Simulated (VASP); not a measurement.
```
CELL_PARAMETERS angstrom
      0.00000     3.50347     3.50347
      3.50347     0.00000     3.50347
      3.50347     3.50347     0.00000
ATOMIC_POSITIONS crystal
  Sr 0.00000 0.00000 0.00000
  Cl 0.25000 0.25000 0.25000
  Cl 0.75000 0.75000 0.75000
```

Computed with revTPSS meta-GGA, VASP's PBE PAW potentials (set 64) (plane waves; VASP 6.6.1). Settings: 520 eV cut-off, 5×5×5 Γ-centred mesh, Gaussian smearing of 0.050 eV, potentials Sr_sv Cl.

Task: What does the run give for the energy per atom (σ→0)?

Result: 
The energy per atom (σ→0) is -1.789 eV/atom.

Total energies compare only between runs with the same potentials, cut-off and functional.

The compound is SrCl2 in the fluorite structure. It was relaxed first. The start is the result of an earlier pass.
